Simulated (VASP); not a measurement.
An input for Quantum ESPRESSO's pw.x (written as the equivalent of a VASP run, and not itself run):

```
&CONTROL
  calculation = 'scf'
  pseudo_dir = './pseudo'
  outdir = './out'
  tprnfor = .true.
  tstress = .true.
/
&SYSTEM
  ibrav = 0
  nat = 6
  ntyp = 2
  ecutwfc = 84
  occupations = 'tetrahedra'
  input_dft = 'pbe'
  vdw_corr = 'grimme-d3'
  dftd3_version = 3
  dftd3_threebody = .false.
/
&ELECTRONS
  conv_thr = 7.3e-09
  electron_maxstep = 100
/
ATOMIC_SPECIES
  Si 28.085 Si.upf
  O 15.999 O.upf
CELL_PARAMETERS angstrom
     4.2159760    0.0000000    0.0000000
    -0.0000000    4.2159760    0.0000000
     0.0000000    0.0000000    2.6877999
ATOMIC_POSITIONS crystal
  Si   1.0000000  1.0000000  0.0000000
  Si   0.5000000  0.5000000  0.5000000
  O    0.3062693  0.3062693  0.0000000
  O    0.8062693  0.1937307  0.5000000
  O    0.1937307  0.8062693  0.5000000
  O    0.6937307  0.6937307  1.0000000
K_POINTS automatic
  6 6 9 0 0 0
```

Q: Write the VASP files for the same calculation (PBE-D3 (zero damping)).

A: Several could match; the one computed here: 
File POSCAR:
```
SiO2
4.2159760
  0.9999999975   0.0000000000   0.0000000000
  0.0000000000   0.9999999975   0.0000000000
  0.0000000000   0.0000000000   0.6375273209
Si O
2 4
Cart
  0.9999999975   0.9999999975   0.0000000000
  0.4999999987   0.4999999987   0.3187636605
  0.3062692896   0.3062692896   0.0000000000
  0.8062692884   0.1937307091   0.3187636605
  0.1937307091   0.8062692884   0.3187636605
  0.6937307078   0.6937307078   0.6375273209
```

KPOINTS:
```
Automatic
0
Gamma
 6 6 9
```

INCAR:
```
LWAVE = F
ISMEAR = -5   ! tetrahedra, Bloechl
ENCUT = 520   ! plane-wave cut-off (eV)
SYSTEM = SiO2
GGA = PE
LCHARG = T
LEFG = T
LORBIT = 11
IVDW = 11   ! D3, zero damping
NEDOS = 601
EDIFF = 1E-7
ISIF = 2
PREC = Accurate
LREAL = F
LASPH = T   ! aspherical one-centre terms
ALGO = Normal   ! blocked Davidson
NELM = 100   ! most electronic steps
```

POTCAR, in this order: Si O (PBE.64 set). Program: vasp_std.

What does not carry over: the potentials are each code's own (VASP's PAW set, PseudoDojo norm-conserving files in pw.x), so ENCUT and ecutwfc are chosen apart and not converted; conv_thr bounds pw.x's estimated SCF error, while EDIFF bounds the energy change between steps; the field gradients of LEFG aren't asked of the other code.

The compound is SiO2 in the rutile structure, stishovite, a high-pressure form. It was relaxed first.
